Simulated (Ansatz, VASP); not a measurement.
NaBe2Se2: VASP beside Ansatz

File INCAR:

```
SYSTEM = NaBe2Se2
ALGO = Fast ; EDIFF = 1E-6
EDIFFG = -0.005 ; ENCUT = 600
GGA = PS ; IBRION = 2
ISIF = 3 ; ISMEAR = -1
IVDW = 13 ; LASPH = .TRUE.
LCHARG = .FALSE. ; LREAL = .FALSE.
LWAVE = .FALSE. ; NELM = 60
NSW = 40 ; PREC = Accurate
SIGMA = 0.05
```

The input KPOINTS:

```
k-points
0
G
  6 6 3
  0 0 0
```

File POSCAR:

```
NaBe2Se2
1.0
    3.6722800000      0.0000000000      0.0000000000
   -1.8361400000      3.1802800000      0.0000000000
    0.0000000000      0.0000000000      8.0111600000
Na Be Se
1 2 2
Direct
    0.0000000000      0.0000000000      0.5000000000
    0.3333300000      0.6666700000      0.1463900000
    0.3333300000      0.6666700000      0.8536100000
    0.6666700000      0.3333300000      0.2285200000
    0.6666700000      0.3333300000      0.7714800000
```

input.yaml

```yaml
crystal:
  lattice:
    - [3.67228, 0.0, 0.0]
    - [-1.83614, 3.18028, 0.0]
    - [0.0, 0.0, 8.01116]
  atoms:
    - { symbol: Na, position: [0.0, 0.0, 0.5] }
    - { symbol: Be, position: [0.33333, 0.66667, 0.14639] }
    - { symbol: Be, position: [0.33333, 0.66667, 0.85361] }
    - { symbol: Se, position: [0.66667, 0.33333, 0.22852] }
    - { symbol: Se, position: [0.66667, 0.33333, 0.77148] }
hamiltonian:
  xc: pbesol
  pseudopotentials: { kind: paw }
  dispersion: d4
kpoints:
  mp_grid: { grid: [6, 6, 3] }
scf:
  occupations: { method: fermi_dirac, width: 0.05 }
output:
  forces: true
  stress: true
  eigenvalues: true
  write_density: true
  write_potential: true
  elf: true
  volumetric_format: npy
relax:
  f_tol: 0.01
  max_steps: 40
  cell: { stress_tol: 0.05 }
```

The cell was built by a generator and needn't be a form met in nature.

Alike in both runs: task relaxation of cell and atoms; functional PBEsol; dispersion D4; k mesh 6 × 6 × 3; occupations fermi-dirac, width 0.05 eV; no spin polarisation.

|  | VASP | Ansatz |
| --- | --- | --- |
| version | VASP 6.6.1 | Ansatz 0.2.0 |
| potentials or method | VASP PAW PBE potentials, release 64 (Na_pv, Be, Se) | Ansatz PAW |
| plane-wave cutoff (eV) | 600 | 420 |
| valence electrons in the cell | 23 | 45 |

|  | VASP | Ansatz | Ansatz less VASP |
| --- | --- | --- | --- |
| gap on the k mesh at the Fermi level, each at its own relaxed structure (eV) | none | none | - |
| relaxed volume (Å³/atom) | 17.87 | 17.81 | -0.062 |
| relaxed cell length with the largest relative difference (Å) | 7.838 | 7.828 | -0.0095 |
| energy change over the relaxation (meV/atom) | -6 | -7 | -1.0 |

A gap of «none» marks a metal or a gap that the smearing closes. The two sets of potentials don't hold the same shells in valence.

Caveats: pairwise dispersion overbinds metals, which lowers pressure and volume; the PAW data sets were made with another functional, which shifts forces and pressure a little (VASP); the plane-wave basis is chosen anew once the cell has moved, so the energies of steps on either side of that aren't comparable (Ansatz); the PAW data sets come from PBE, with cores solved anew for the run's functional, which leaves a small shift of forces and pressure (Ansatz).
